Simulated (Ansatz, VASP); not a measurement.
# Cross-check of Ti (Titanium) between VASP and Ansatz

Wanted: the spread between two codes on one cell, functional and k mesh. The cell is taken from a series of runs on this material, whose earlier steps may have relaxed, scaled, displaced or heated it; both programs get it as it stands.

Calculated with Ansatz 0.2.0; plane waves, with VASP 6.6.1 beside it; zone-centre phonons at PBEsol.

## Step 1: The structure

Symmetry: P6_3/mmc, No. 194, hexagonal system. Conventional cell: a = 2.928 Å, b = 2.928 Å, c = 4.451 Å, α = 90.00°, β = 90.00°, γ = 120.00°. Nearest to Ti lie 12 Ti at 2.79 to 2.93 Å.

## Step 2: VASP: zone-centre phonons, PBEsol

Second derivatives magnify differences that forces hide, and they need a tight electronic threshold.

Lines of VASP's logs that name or quote its potential files are left out, and so is its time.

File INCAR:

```
SYSTEM = Ti
PREC = Accurate
ENCUT = 500
EDIFF = 1E-08
NELM = 120
ISMEAR = 1
SIGMA = 0.2
LREAL = .FALSE.
ALGO = Normal
GGA = PS
NBANDS = 18
LASPH = .TRUE.
LORBIT = 11
LWAVE = .FALSE.
LCHARG = .FALSE.
ISIF = 2
IBRION = 8
GGA_COMPAT = .FALSE.
KPAR = 2
```

File POSCAR:

```
Ti
1.0
    2.9275270973      0.0000000000      0.0000000000
   -1.4637635486      2.5353128365      0.0000000000
    0.0000000000      0.0000000000      4.4510781943
Ti
2
Direct
    0.3333331819      0.6666665153      0.2500000000
    0.6666665153      0.3333331819      0.7500000000
```

File KPOINTS:

```
Automatic mesh
0
Gamma
18 18 12
0 0 0
```

Potentials, in the order of the species: Ti_sv (PBE family, release 64).

On the command line:

```
$ mpirun -np 2 vasp_std
```

Numbers of over 12 decimals in the logs are rounded to 6 here.

Log:

```text
[banner, memory and clock lines left out]
running    2 mpi-ranks, on    1 nodes
 distrk:  each k-point on    1 cores,    2 groups
 distr:  one band on    1 cores,    1 groups

 POSCAR found type information on POSCAR Ti
 POSCAR found :  1 types and       2 ions
|                                                                             |
|               ----> ADVICE to this user running VASP <----                  |
|                                                                             |
|     You enforced a specific xc type in the INCAR file but a different       |
|     [... a line on the potential file left out ...]
|     I HOPE YOU KNOW WHAT YOU ARE DOING!                                     |
|                                                                             |

 LDA part: xc-table for (Slater+PW92), standard interpolation
 POSCAR, INCAR and KPOINTS ok, starting setup
 FFT: planning ... GRIDC
 FFT: planning ... GRID_SOFT
 FFT: planning ... GRID
 WAVECAR not read
 entering main loop
       N       E                     dE             d eps       ncg     rms          rms(c)
DAV:   1     0.253399014261E+03    0.25340E+03   -0.12954E+04  9332   0.164E+03
DAV:   2     0.106918550542E+02   -0.24271E+03   -0.23958E+03  9480   0.451E+02
DAV:   3    -0.177162768453E+02   -0.28408E+02   -0.28048E+02 17626   0.127E+02
DAV:   4    -0.188080784916E+02   -0.10918E+01   -0.10903E+01 10558   0.262E+01
DAV:   5    -0.188597492391E+02   -0.51671E-01   -0.51663E-01 14478   0.410E+00    0.131E+01
DAV:   6    -0.166653632941E+02    0.21944E+01   -0.78717E+00 10946   0.297E+01    0.330E+00
DAV:   7    -0.166416692426E+02    0.23694E-01   -0.88083E-01 14190   0.717E+00    0.212E+00
DAV:   8    -0.166724276828E+02   -0.30758E-01   -0.24525E-01 10892   0.600E+00    0.796E-01
DAV:   9    -0.166622063487E+02    0.10221E-01   -0.57415E-02 10940   0.258E+00    0.744E-02
DAV:  10    -0.166626353360E+02   -0.42899E-03   -0.32440E-03 13710   0.389E-01    0.993E-02
DAV:  11    -0.166626865176E+02   -0.51182E-04   -0.25152E-04 11142   0.125E-01    0.374E-02
DAV:  12    -0.166626778158E+02    0.87017E-05   -0.39200E-05 11684   0.577E-02    0.693E-03
DAV:  13    -0.166626777994E+02    0.16476E-07   -0.18960E-06 11434   0.122E-02    0.678E-04
DAV:  14    -0.166626777652E+02    0.34183E-07   -0.19129E-07 13746   0.292E-03    0.480E-04
DAV:  15    -0.166626777972E+02   -0.31963E-07   -0.42954E-08 10578   0.145E-03    0.286E-04
DAV:  16    -0.166626778370E+02   -0.39809E-07   -0.68142E-09  6138   0.686E-04    0.104E-04
DAV:  17    -0.166626778276E+02    0.93910E-08   -0.62353E-10  5288   0.237E-04
   1 F= -.16662678E+02 E0= -.16664280E+02  d E =0.480666E-02
 Linear response reoptimize wavefunctions to high precision
DAV:   1    -0.166626778255E+02    0.20418E-08   -0.14492E-10  5332   0.948E-05
DAV:   2    -0.166626778255E+02   -0.16371E-10   -0.54707E-11  5236   0.559E-05
 Linear response DOF=           2
 Linear response progress:
  Degree of freedom:   1/  2
       N       E                     dE             d eps       ncg     rms          rms(c)
 HAMIL_LR internal error: the vector H(1)-e(1) S(1) |phi(0)> is not orthogonal t
 o |phi(0)>         260           9  2.143955847120850E-004
 HAMIL_LR internal error: the vector H(1)-e(1) S(1) |phi(0)> is not orthogonal t
 o |phi(0)>         260          10  1.160130879971633E-004
 HAMIL_LR internal error: the vector H(1)-e(1) S(1) |phi(0)> is not orthogonal t
 o |phi(0)>         262           9  2.135744739911985E-004
 HAMIL_LR internal error: the vector H(1)-e(1) S(1) |phi(0)> is not orthogonal t
 o |phi(0)>         262          10  1.118523245423608E-004
 HAMIL_LR internal error: the vector H(1)-e(1) S(1) |phi(0)> is not orthogonal t
 o |phi(0)>         264           9  2.119507415540589E-004
 HAMIL_LR internal error: the vector H(1)-e(1) S(1) |phi(0)> is not orthogonal t
 o |phi(0)>         264          10  1.049812545111384E-004
 HAMIL_LR internal error: the vector H(1)-e(1) S(1) |phi(0)> is not orthogonal t
 o |phi(0)>         266           9  2.091495136296792E-004
 HAMIL_LR internal error: the vector H(1)-e(1) S(1) |phi(0)> is not orthogonal t
 o |phi(0)>         268           9  2.044952994131148E-004
 HAMIL_LR internal error: the vector H(1)-e(1) S(1) |phi(0)> is not orthogonal t
 o |phi(0)>         270           9  1.966958644571692E-004
 HAMIL_LR internal error: the vector H(1)-e(1) S(1) |phi(0)> is not orthogonal t
 o |phi(0)>         272           9  1.834006146314848E-004
 HAMIL_LR internal error: the vector H(1)-e(1) S(1) |phi(0)> is not orthogonal t
 o |phi(0)>         261           9  3.201607636828822E-004
 HAMIL_LR internal error: the vector H(1)-e(1) S(1) |phi(0)> is not orthogonal t
 o |phi(0)>         261          10  1.719820053000531E-004
 HAMIL_LR internal error: the vector H(1)-e(1) S(1) |phi(0)> is not orthogonal t
[...]
o |phi(0)>        1063           1 -1.270127919514763E-004
 HAMIL_LR internal error: the vector H(1)-e(1) S(1) |phi(0)> is not orthogonal t
 o |phi(0)>        1063           9  2.430447306787376E-004
 HAMIL_LR internal error: the vector H(1)-e(1) S(1) |phi(0)> is not orthogonal t
 o |phi(0)>        1063          18  1.868005429508379E-004
 HAMIL_LR internal error: the vector H(1)-e(1) S(1) |phi(0)> is not orthogonal t
 o |phi(0)>        1136           1 -1.274882613501245E-004
[...]
o |phi(0)>        1095          18  1.344207900944583E-004
 HAMIL_LR internal error: the vector H(1)-e(1) S(1) |phi(0)> is not orthogonal t
 o |phi(0)>        1099          10  1.847534124110317E-004
 HAMIL_LR internal error: the vector H(1)-e(1) S(1) |phi(0)> is not orthogonal t
 o |phi(0)>        1105           1 -1.274742851871920E-004
 HAMIL_LR internal error: the vector H(1)-e(1) S(1) |phi(0)> is not orthogonal t
 o |phi(0)>        1105           9  1.567722158649972E-004
 HAMIL_LR internal error: the vector H(1)-e(1) S(1) |phi(0)> is not orthogonal t
 o |phi(0)>        1107           9  2.058058853410816E-004
 HAMIL_LR internal error: the vector H(1)-e(1) S(1) |phi(0)> is not orthogonal t
 o |phi(0)>        1107          10  1.243664453932092E-004
 HAMIL_LR internal error: the vector H(1)-e(1) S(1) |phi(0)> is not orthogonal t
 o |phi(0)>        1107          18  2.121746967489058E-004
 HAMIL_LR internal error: the vector H(1)-e(1) S(1) |phi(0)> is not orthogonal t
 o |phi(0)>        1109           1 -1.267919336136012E-004
 HAMIL_LR internal error: the vector H(1)-e(1) S(1) |phi(0)> is not orthogonal t
 o |phi(0)>        1109           9  2.365056599821780E-004
 HAMIL_LR internal error: the vector H(1)-e(1) S(1) |phi(0)> is not orthogonal t
 o |phi(0)>        1109          18  2.487644343616147E-004
 HAMIL_LR internal error: the vector H(1)-e(1) S(1) |phi(0)> is not orthogonal t
 o |phi(0)>        1113          10  1.876061057715234E-004
 HAMIL_LR internal error: the vector H(1)-e(1) S(1) |phi(0)> is not orthogonal t
 o |phi(0)>        1113          12  1.000576985091262E-004
 HAMIL_LR internal error: the vector H(1)-e(1) S(1) |phi(0)> is not orthogonal t
 o |phi(0)>        1115           9  1.245719128357692E-004
 HAMIL_LR internal error: the vector H(1)-e(1) S(1) |phi(0)> is not orthogonal t
 o |phi(0)>        1119           1 -1.273462427811168E-004
 HAMIL_LR internal error: the vector H(1)-e(1) S(1) |phi(0)> is not orthogonal t
 o |phi(0)>        1119           9  1.430896272518745E-004
 HAMIL_LR internal error: the vector H(1)-e(1) S(1) |phi(0)> is not orthogonal t
 o |phi(0)>        1119          18  1.248203221097255E-004
 HAMIL_LR internal error: the vector H(1)-e(1) S(1) |phi(0)> is not orthogonal t
 o |phi(0)>        1123          10  1.528858482981454E-004
 HAMIL_LR internal error: the vector H(1)-e(1) S(1) |phi(0)> is not orthogonal t
 o |phi(0)>        1129           1 -1.061077246689024E-004
 HAMIL_LR internal error: the vector H(1)-e(1) S(1) |phi(0)> is not orthogonal t
 o |phi(0)>        1129           9  1.213994518816652E-004
 HAMIL_LR internal error: the vector H(1)-e(1) S(1) |phi(0)> is not orthogonal t
 o |phi(0)>        1131           1 -1.272971849292999E-004
 HAMIL_LR internal error: the vector H(1)-e(1) S(1) |phi(0)> is not orthogonal t
 o |phi(0)>        1131           9  1.114069759307057E-004
 HAMIL_LR internal error: the vector H(1)-e(1) S(1) |phi(0)> is not orthogonal t
 o |phi(0)>        1131          18  1.377120287243128E-004
 HAMIL_LR internal error: the vector H(1)-e(1) S(1) |phi(0)> is not orthogonal t
 o |phi(0)>        1135          10  1.196458258332089E-004
 HAMIL_LR internal error: the vector H(1)-e(1) S(1) |phi(0)> is not orthogonal t
 o |phi(0)>        1141           1 -1.276163189984742E-004
 HAMIL_LR internal error: the vector H(1)-e(1) S(1) |phi(0)> is not orthogonal t
 o |phi(0)>        1141           9  1.020420230635928E-004
 HAMIL_LR internal error: the vector H(1)-e(1) S(1) |phi(0)> is not orthogonal t
 o |phi(0)>        1141          18  1.074784529250094E-004
 HAMIL_LR internal error: the vector H(1)-e(1) S(1) |phi(0)> is not orthogonal t
 o |phi(0)>        1143          17  1.517314889557253E-004
 HAMIL_LR internal error: the vector H(1)-e(1) S(1) |phi(0)> is not orthogonal t
 o |phi(0)>        1145           1 -1.276190862419038E-004
 HAMIL_LR internal error: the vector H(1)-e(1) S(1) |phi(0)> is not orthogonal t
 o |phi(0)>        1145          18  1.546629494064006E-004
RMM:  23    -0.551037158107E+00   -0.45048E-08   -0.17818E-06112933   0.311E-04    0.188E-05
 first order change of Fermi-energy   0.95385E-04
 force on displaced ion       1 direction 1 :  -1.537   0.000   0.000
 Linear response progress:
  Degree of freedom:   2/  2
       N       E                     dE             d eps       ncg     rms          rms(c)
RMM:   1    -0.653480308890E+00   -0.65348E+00    0.33000E+01 14256   0.146E+02
RMM:   2    -0.617171214615E+00    0.36309E-01   -0.34883E-01 26502   0.482E+00    0.294E-01
RMM:   3    -0.615494531090E+00    0.16767E-02   -0.25380E-02 28993   0.131E+00    0.130E-01
RMM:   4    -0.616726211140E+00   -0.12317E-02   -0.94990E-03 33249   0.574E-01    0.426E-02
RMM:   5    -0.617203249874E+00   -0.47704E-03   -0.21214E-03 32003   0.246E-01    0.221E-02
RMM:   6    -0.617687568115E+00   -0.48432E-03   -0.77478E-04 34925   0.134E-01    0.115E-02
RMM:   7    -0.617998910189E+00   -0.31134E-03   -0.10304E-04 34973   0.605E-02    0.770E-03
RMM:   8    -0.618499158498E+00   -0.50025E-03   -0.15767E-05 31702   0.366E-02    0.253E-03
RMM:   9    -0.618542288688E+00   -0.43130E-04   -0.24942E-05 34366   0.191E-02    0.109E-03
RMM:  10    -0.618525981616E+00    0.16307E-04   -0.11970E-05 35295   0.107E-02    0.250E-04
RMM:  11    -0.618525900161E+00    0.81455E-07   -0.12345E-05 36029   0.631E-03    0.218E-04
RMM:  12    -0.618532655624E+00   -0.67555E-05   -0.10505E-05 35100   0.401E-03    0.998E-05
RMM:  13    -0.618536706745E+00   -0.40511E-05   -0.10782E-05 36265   0.270E-03    0.835E-05
RMM:  14    -0.618534689864E+00    0.20169E-05   -0.10033E-05 35188   0.187E-03    0.254E-05
RMM:  15    -0.618535120188E+00   -0.43032E-06   -0.83299E-06 36407   0.140E-03    0.242E-05
RMM:  16    -0.618535180609E+00   -0.60421E-07   -0.73576E-06 36722   0.109E-03    0.331E-05
RMM:  17    -0.618534923554E+00    0.25705E-06   -0.60996E-06 35269   0.898E-04    0.481E-05
RMM:  18    -0.618534878475E+00    0.45079E-07   -0.57352E-06 35892   0.767E-04    0.569E-05
RMM:  19    -0.618534831982E+00    0.46493E-07   -0.45015E-06 36054   0.670E-04    0.644E-05
RMM:  20    -0.618534858228E+00   -0.26246E-07   -0.47625E-06 37032   0.602E-04    0.675E-05
RMM:  21    -0.618534913301E+00   -0.55073E-07   -0.33533E-06 35179   0.543E-04    0.701E-05
RMM:  22    -0.618534903428E+00    0.98731E-08   -0.34817E-06 33371   0.506E-04    0.726E-05
 first order change of Fermi-energy  -0.12927E-03
 force on displaced ion       1 direction 3 :  -0.000   0.000  -4.898
 Linear response finished
```

OUTCAR, selected parts (step 2):

```text
ion  position               nearest neighbor table
   1  0.333  0.667  0.250-   2 2.79   2 2.79   2 2.79   2 2.79   2 2.79   2 2.79
   2  0.667  0.333  0.750-   1 2.79   1 2.79   1 2.79   1 2.79   1 2.79   1 2.79

  LATTYP: Found a hexagonal cell.
 ALAT       =     2.9275270973
 C/A-ratio  =     1.5204225431

 Subroutine GETGRP returns: Found 24 space group operations
 (whereof 12 operations were pure point group operations)

The static configuration has the point symmetry D_3d.
 The point group associated with its full space group is D_6h.

 Found    259 irreducible k-points:

   k-points           NKPTS =    259   k-points in BZ     NKDIM =    259   number of bands    NBANDS=     18

   dimension x,y,z NGX =    24 NGY =   24 NGZ =   32
   dimension x,y,z NGXF=    48 NGYF=   48 NGZF=   64

   ENCUT  =  500.0 eV  36.75 Ry    6.06 a.u.   5.34  5.34  8.12*2*pi/ulx,y,z

   NELECT =      24.0000    total number of electrons

 k-points in reciprocal lattice and weights: Automatic mesh
   0.00000000  0.00000000  0.00000000       0.000
   0.05555556  0.00000000  0.00000000       0.002
   0.11111111  0.00000000  0.00000000       0.002
   0.16666667  0.00000000  0.00000000       0.002
   0.22222222  0.00000000  0.00000000       0.002
   0.27777778  0.00000000  0.00000000       0.002
   0.33333333  0.00000000  0.00000000       0.002
   0.38888889  0.00000000  0.00000000       0.002
   0.44444444  0.00000000  0.00000000       0.002
[...]
0.33333333  0.27777778  0.50000000       0.003
   0.33333333  0.33333333  0.50000000       0.001

 average (electrostatic) potential at core
       1 -71.6639       2 -71.6639

  Total       -0.0684123     -0.0684123      0.9038568     -0.0000000      0.0000000      0.0000000
  in kB       -3.3177742     -3.3177742     43.8341425     -0.0000000      0.0000000      0.0000000
  external PRESSURE =      12.3995314 kB  Pullay stress =       0.0000000 kB

  energy-cutoff  :      500.00
  volume of cell :       33.04
      direct lattice vectors                 reciprocal lattice vectors
     2.927527097  0.000000000  0.000000000     0.341585224  0.197214321  0.000000000
    -1.463763549  2.535312837  0.000000000     0.000000000  0.394428642  0.000000000
     0.000000000  0.000000000  4.451078194     0.000000000  0.000000000  0.224664667

 POSITION                                       TOTAL-FORCE (eV/Angst)
 -----------------------------------------------------------------------------------
     -0.00000      1.69021      1.11277        -0.000000      0.000000      0.000000
      1.46376      0.84510      3.33831         0.000000     -0.000000      0.000000
 -----------------------------------------------------------------------------------
    total drift:                                0.000856      0.001483      0.000000

 Eigenvectors and eigenvalues of the dynamical matrix
 ----------------------------------------------------

   1 f  =    7.071246 THz    44.429952 2PiTHz  235.871391 cm-1    29.244312 meV
             X         Y         Z           dx          dy          dz
     -0.000000  1.690208  1.112770     0.000000    0.000000   -0.707107
      1.463763  0.845104  3.338309    -0.000000    0.000000    0.707107

   2 f  =    3.961609 THz    24.891526 2PiTHz  132.145067 cm-1    16.383893 meV
             X         Y         Z           dx          dy          dz
     -0.000000  1.690208  1.112770     0.613034    0.352405    0.000000
      1.463763  0.845104  3.338309    -0.613034   -0.352405    0.000000

   3 f  =    3.961609 THz    24.891526 2PiTHz  132.145067 cm-1    16.383893 meV
             X         Y         Z           dx          dy          dz
     -0.000000  1.690208  1.112770     0.352405   -0.613034   -0.000000
      1.463763  0.845104  3.338309    -0.352405    0.613034   -0.000000

   4 f  =    0.000000 THz     0.000000 2PiTHz    0.000003 cm-1     0.000000 meV
             X         Y         Z           dx          dy          dz
     -0.000000  1.690208  1.112770    -0.014810    0.703010   -0.074552
      1.463763  0.845104  3.338309    -0.014810    0.703010   -0.074552

   5 f/i=    0.000000 THz     0.000000 2PiTHz    0.000002 cm-1     0.000000 meV
             X         Y         Z           dx          dy          dz
     -0.000000  1.690208  1.112770     0.706933    0.014185   -0.006668
      1.463763  0.845104  3.338309     0.706933    0.014185   -0.006668

   6 f/i=    0.000000 THz     0.000000 2PiTHz    0.000003 cm-1     0.000000 meV
             X         Y         Z           dx          dy          dz
     -0.000000  1.690208  1.112770    -0.005134   -0.074674   -0.703134
      1.463763  0.845104  3.338309    -0.005134   -0.074674   -0.703134

 ELASTIC MODULI CONTR FROM IONIC RELAXATION (kBar)
 Direction    XX          YY          ZZ          XY          YZ          ZX
 --------------------------------------------------------------------------------
 XX        -250.3836    250.3836     -0.0000     -0.0000      0.0000     -0.0000
 YY         250.3836   -250.3836      0.0000     -0.0000      0.0000     -0.0000
 ZZ          -0.0000      0.0000     -0.0000     -0.0000     -0.0000      0.0000
 XY          -0.0000     -0.0000     -0.0000   -250.3836      0.0000     -0.0000
 YZ           0.0000      0.0000     -0.0000      0.0000     -0.0000      0.0000
 ZX          -0.0000     -0.0000      0.0000     -0.0000      0.0000     -0.0000
 --------------------------------------------------------------------------------
```

(Part 1 of 2 ends here.)

[Lines on the potential files, build, host, timing and source positions are cut from VASP's logs without a mark.]

[Logs are printed without paths, hosts, clocks, repeated set-up lines and the standing remarks that a program may print on its own settings, such as how far it seeks lower states.]

[Hosts, paths, dates, database ids (printed as entryN), source tags and the programs' standing remarks are cut or masked in the printed files.]
